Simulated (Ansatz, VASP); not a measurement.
**TaGe2As4 (TaGe2As4 monolayer): VASP beside Ansatz**

One calculation is typed for both programs; each brings its own data sets. How far apart do they land? Of the first pair: The structure shown is the start of the Ansatz relaxation below; VASP solves that cell, so the two are compared at the walk's first step.

Calculated with Ansatz 0.2.0; plane waves, with VASP 6.6.1 beside it; single point at PBE with D3(BJ).

**1. Starting point**

The cell holds 7 atoms: 4 As, 2 Ge and 1 Ta. Its edges and angles: a = 3.730 Å, b = 3.730 Å, c = 50.223 Å, α = 90.0°, β = 90.0°, γ = 120.0°. Vacuum lies along c.

**2. Ansatz: relaxation, PBE with D3(BJ)**

Ansatz runs on its default PAW (the set named soft_2) files.

The two programs are compared at the cell with which this relaxation starts, whose forces are those of its first step.

Contents of input.yaml:

```yaml
crystal:
  lattice:
    - [3.73, 0.0, 0.0]
    - [-1.865, 3.2302747561, 0.0]
    - [0.0, 0.0, 50.223214925]
  atoms:
    - { symbol: As, position: [0.0, 0.0, 0.4041955504] }
    - { symbol: Ge, position: [0.3333333333, 0.6666666667, 0.4213788122] }
    - { symbol: As, position: [0.3333333333, 0.6666666667, 0.4675725894] }
    - { symbol: Ta, position: [0.0, 0.0, 0.5], spin: 1.0 }
    - { symbol: As, position: [0.3333333333, 0.6666666667, 0.5324274106] }
    - { symbol: Ge, position: [0.3333333333, 0.6666666667, 0.5786211878] }
    - { symbol: As, position: [0.0, 0.0, 0.5958044496] }
  periodic: [true, true, false]
magnetization:
  spin_polarized: true
kpoints:
  mp_grid: { grid: [12, 12, 1] }
hamiltonian:
  xc: pbe
  dispersion: d3bj
scf:
  occupations: { method: fermi_dirac, width: 0.05 }
  convergence: { dr2_threshold: 1.0e-09 }
relax:
  f_tol: 0.004
  max_steps: 90
  cell: {}
output:
  write_potential: true
  write_density: true
  volumetric_format: npy
```

On the command line:

```sh
$ ansatz run input.yaml --threads 4 --pin off --max-ram 6144MiB --backend cpu --events-out ev --progress --plain --runs-dir out
```

Numbers of over 12 decimals in the logs are rounded to 6 here.

Output:

```text
Warning: relax.cell: scf.convergence.dr2_threshold = 1e-9 eV is looser than the 1.81784863705e-10 eV advised for a relaxation that steers and ends on the stress (1e-10 eV for each atom of the cell: 7, times the square of relax.cell.stress_2d_tol = 0.05 N/m over 19.6 Å (the atoms' height at the walk's start and 5 Å past either face), 2.548e-2 GPa, over a crystal's default 0.05). What an SCF threshold leaves in a stress goes as its square root, and in the free energy as the threshold itself, and one threshold admits the most on a small cell: [figures from the program's tests cut] Set scf.convergence.dr2_threshold to 1.81784863705e-10 eV or tighter. [rest of the remark cut]
Engine: ansatz 0.2.0, x86_64-unknown-linux-gnu
Pseudopotentials: kind: paw
Pseudopotential: As, paw, valence charge 15, recommended cutoff 420 eV (normal), As.paw.azcp
Pseudopotential: Ge, paw, valence charge 14, recommended cutoff 420 eV (normal), Ge.paw.azcp
Pseudopotential: Ta, paw, valence charge 13, recommended cutoff 420 eV (normal), Ta.paw.azcp
Functional definition: PBE
  parameter kappa = 0.804
  parameter beta = 0.066725
  exchange = pbe_x(kappa = kappa, mu = beta*pi^2/3)
  correlation = pbe_c(beta = beta)
Crystal: 7 atoms, lattice volume = 605.136 Å³
Basis set: ecut = 420 eV, 11891 PW (Γ), exchange–correlation on 50×50×720 points (8 copies of the dense FFT grid, shifted against one another)
Bands: 62, of which v1, the nominal top of the filled ones, is band 51 counted from 1 (50 counted from 0)
Symmetry: 12 space group operations
Space group: P-6m2 (ITA 187), of the structure as read, at distance tolerance 8.5e-5 Å
Magnetic group: BNS 187.209 (UNI 1439), of the structure as read, at distance tolerance 8.5e-5 Å
k-points: 19 of 144 (time reversal used)
Non-local potential: As, projectors of the file, l = 0: 2, l = 1: 2, l = 2: 3, l = 3: 1
Non-local potential: Ge, projectors of the file, l = 0: 2, l = 1: 2, l = 2: 3, l = 3: 1
Non-local potential: Ta, projectors of the file, l = 0: 3, l = 1: 2, l = 2: 2, l = 3: 1
PAW form: soft (Blöchl's): semilocal exchange-correlation on the pseudo side does not see the compensation charge
PAW one-centre angular grid: As, 590 points (default); XC on 64 Gauss nodes
PAW one-centre angular grid: Ge, 590 points (default); XC on 64 Gauss nodes
PAW one-centre angular grid: Ta, 590 points (default); XC on 64 Gauss nodes
Initial density: superposition of atomic densities (neutral atoms: chi_scale 0, normalization atom)
Starting moments: Σ|m| = 1 μB on 1 of 7 sites
Initial wavefunctions: pseudopotential atomic-orbital guess
Functional: x = pbe(κ = 0.804, μ = 0.219515), c = pbe(β = 0.066725)
SCF iter   1: F=—  HF=-37949.231922 eV  |F-HF|=—  |Δ(HF+E_count)|=         —  Δρ=1.02e-2 (↑1.02e-2 ↓9.65e-3)  dr2=3.60e0  dr2_m=2.88e-2  M=0.588 μB ∫|m|=0.758 μB  β_m=0.30  ethr=3.10e-3  ⟨swp⟩=12.7  Hψ=11965  notcnv=0  defer=9
Mixer restart at iter 1: flushing history
preconditioner: auto → LDOS  [metal: Δε(μ)=0.039 eV  Ē_g=9.085 eV  σ=0.050 eV  W_gap=0.19  n_scr=86 (ndim 8)  ℏωp=8.7 eV  f_vac=0.730  D(μ)=1.73/eV (n_scr^D=10)]
spin=Collinear: LDOS preconditioning applied to the charge; magnetization (m = ρ↑ − ρ↓) channel mixes plain (no charge-response kernel on spin).
SCF iter   2: F=—  HF=-37948.681933 eV  |F-HF|=—  |Δ(HF+E_count)|=   5.50e-1  Δρ=6.77e-3 (↑6.77e-3 ↓6.35e-3)  dr2=1.09e0  dr2_m=1.63e-2  M=0.579 μB ∫|m|=0.729 μB  β_m=0.50  ethr=3.10e-3  ⟨swp⟩=2.8  Hψ=3551  notcnv=0  defer=156
SCF iter   3: F=—  HF=-37948.507378 eV  |F-HF|=—  |Δ(HF+E_count)|=   1.75e-1  Δρ=2.05e-3 (↑2.05e-3 ↓1.77e-3)  dr2=5.72e-2  dr2_m=3.51e-3  M=0.511 μB ∫|m|=0.635 μB  β_m=0.61  ethr=1.08e-3  ⟨swp⟩=3.3  Hψ=3755  notcnv=0  defer=156
SCF iter   4: F=—  HF=-37948.527195 eV  |F-HF|=—  |Δ(HF+E_count)|=         —  Δρ=1.24e-3 (↑1.24e-3 ↓1.07e-3)  dr2=3.89e-3  dr2_m=6.50e-3  M=0.329 μB ∫|m|=0.416 μB  β_m=0.61  ethr=5.67e-5  ⟨swp⟩=4.2  Hψ=5973  notcnv=0  defer=139
SCF iter   5: F=—  HF=-37948.529726 eV  |F-HF|=—  |Δ(HF+E_count)|=   2.53e-3  Δρ=7.07e-4 (↑7.07e-4 ↓7.03e-4)  dr2=2.40e-4  dr2_m=2.67e-3  M=0.271 μB ∫|m|=0.340 μB  β_m=0.81  ethr=3.85e-6  ⟨swp⟩=3.3  Hψ=5035  notcnv=0  defer=139
SCF iter   6: F=—  HF=-37948.533259 eV  |F-HF|=—  |Δ(HF+E_count)|=   3.53e-3  Δρ=3.78e-4 (↑3.67e-4 ↓3.78e-4)  dr2=8.21e-4  dr2_m=6.95e-4  M=0.180 μB ∫|m|=0.220 μB  β_m=0.77  ethr=2.38e-7  ⟨swp⟩=4.1  Hψ=5646  notcnv=0  defer=139
[...]
relax step   8: F+E_penalty+E_count = -37949.70906169 eV  Δ(F+E_penalty+E_count) = +2.898e-4 eV  max|allowed force component| = 3.198e-4 eV/Å  Δτ_max = 0.0000 Å  P = -0.004 N/m  Ω = 598.838 Å³  fix = [c, alpha, beta]  reactions: c -0.000 N/m  stress off target by 3.88e-3 N/m on what of the cell is left free  SCF on the basis re-selected at this cell (its energy is not comparable with the rows above)  (5 SCF iters)
basis re-selected at this cell: Δ(F+E_penalty+E_count) = +2.898e-4 eV, ΔP = -0.003 N/m vs the last step (what re-selecting the basis moved, of the pressure what is left beyond the Pulay correction that the steps carried, after the strain that the cell walked since its last selection, with what the two solves' SCF thresholds leave and, on support functions, any second-order correction that the steps lacked; it is no m [...]
WARN: The input density's exchange-correlation potential varies sharply where the density is thin. Do not read a vacuum level from v_tot or v_xc, or from such a field of the output density. On a cell that repeats whose density bears no net charge and no dipole along the vacuum's axis use v_es (v_loc + v_h of the components); under efield.dipole_correction with no amplitude use v_es + v_field, which holds any external [...]
SCF converged after 5 iterations
Magnetization: -0.0000 μB (50.5000 up, 50.5000 down)
Absolute magnetization: 0.0000 μB (∫|ρ↑−ρ↓|, with the PAW one-centre terms)
Spin contamination: 0.0000 ħ² per cell (⟨S²⟩ above its minimum at these occupations)
Per-site moments (μB) at R_I (Å): [(-2.9338221757360186e-7, 1.004391), (-5.4426134999654e-7, 1.004391), (5.455228351248975e-7, 1.005178), (-1.7724918267136424e-5, 1.077783), (5.455228353197542e-7, 1.005178), (-5.44261350230541e-7, 1.004391), (-2.9338221779867726e-7, 1.004391)]
Free energy (F): -37949.709062 eV
Harris-Foulkes:  -37949.709062 eV  (|F-HF|=9.17e-10)
Internal energy: -37949.686593 eV  (E = F + TS)
E sigma→0 (E₀):  -37949.697827 eV
Entropy (-TS):   -0.022469 eV (-3.210 meV/atom)
Fermi energy:    -4.906922 eV
--- Per-component energies (eV) ---
  E_band       = -2901.900872
  E_kinetic    = 1001.221929
  E_local      = -664979.107788  (includes V_loc(G=0)·N_el)
  E_nonlocal   = -1830.434185
  E_hartree    = 331683.550191
  E_xc         = -686.327655
  E_vxc        = -650.023061  (∫ρ·V_xc dr)
  E_paw        = -19777.224231  (= ΣΔE_a)
  E_vpaw       = 189.335343  (= ΣTr[D̂ρ^β])
  E_aug_tail   = 0.000694  (compensation charges beyond the density's cutoff)
  E_ewald      = 316640.990940
  E_disp       = -2.356484  (pairwise vdW)
  E_smearing   = -0.022469  (= −TS)
  E_closure    = -0.000000  (closes the sum)
  Σ components = -37949.709062   (vs F -37949.709062, Δ=0.00e0)
--- Forces (eV/Å), atoms counted from 1 ---
  atom   1  As     0.00000000    -0.00000000    -0.00026395
  atom   2  Ge    -0.00000000    -0.00000000     0.00031983
  atom   3  As    -0.00000000    -0.00000000     0.00003281
  atom   4  Ta     0.00000000    -0.00000000     0.00000000
  atom   5  As    -0.00000000    -0.00000000    -0.00003281
  atom   6  Ge    -0.00000000    -0.00000000    -0.00031983
  atom   7  As     0.00000000    -0.00000000     0.00026395
  max |Σ_I F_I| component: 2.60e-16 eV/Å
--- 2D stress c σ (N/m, compression-positive) ---
       -0.003883      -0.000000       0.000000
        0.000000      -0.003883       0.000000
        0.000000       0.000000      -0.000000
  P = ½ c Tr σ = -0.0039 N/m
--- Band table (eV; the first three rows and the last of 38) ---
  k-point 0 ↑: bands = [... 47 lower, -5.2746, -5.1143, -5.1143, -4.5211, -3.1549, -2.9916, -1.8149, -1.8149, ... 7 higher]
  k-point 1 ↑: bands = [... 47 lower, -5.4576, -5.3916, -5.2733, -4.4631, -2.5787, -2.5709, -1.9441, -1.8395, ... 7 higher]
  k-point 2 ↑: bands = [... 47 lower, -5.8493, -5.6443, -5.6324, -4.6015, -2.7780, -2.6917, -2.0410, -1.6504, ... 7 higher]
  k-point 18 ↓: bands = [... 47 lower, -7.3030, -6.5284, -5.7669, -4.1854, -3.8044, -3.4879, -2.6180, -2.6130, ... 7 higher]
  the weakly bound empty levels are not read free of the cell's end (no_gap_told)
--- Relaxed structure (7 steps of the walk, 7 accepted, 1 SCFs on fresh bases) ---
  F+E_penalty+E_count = -37949.70906169 eV   max|allowed force component| = 3.198e-4 eV/Å   (the final SCF, on the basis selected at the relaxed cell)
  cell:  # Å, volume = 598.8382 Å³
    - [3.710540, -1.0802225654235078e-18, 0]
    - [-1.855270, 3.213422, 0]
    - [0, 0, 50.223214925]
  atoms:
    - { symbol: As, position: [1.1953937764567611e-17, -5.1357255561990634e-17, 0.398655] }
    - { symbol: Ge, position: [0.333333, 0.666667, 0.421698] }
    - { symbol: As, position: [0.333333, 0.666667, 0.470217] }
    - { symbol: Ta, position: [1.0573552618554966e-17, -5.1357255561990634e-17, 0.5] }
    - { symbol: As, position: [0.333333, 0.666667, 0.529783] }
    - { symbol: Ge, position: [0.333333, 0.666667, 0.578302] }
    - { symbol: As, position: [9.193167472542375e-18, -5.1357255561990634e-17, 0.601345] }
```

In the SCF lines HF is the Harris–Foulkes energy and dr2 the Hartree energy of the density residual, in eV; the loop may stop once dr2 is under the threshold and the program's other checks hold. Hψ counts applications of the Hamiltonian.

(Part 1 of 3 ends here.)

[Lines on the potential files, build, host, timing and source positions are cut from VASP's logs without a mark.]

[Logs are printed without paths, hosts, clocks, repeated set-up lines and the standing remarks that a program may print on its own settings, such as how far it seeks lower states.]

[Hosts, paths, dates, database ids (printed as entryN), source tags and the programs' standing remarks are cut or masked in the printed files.]
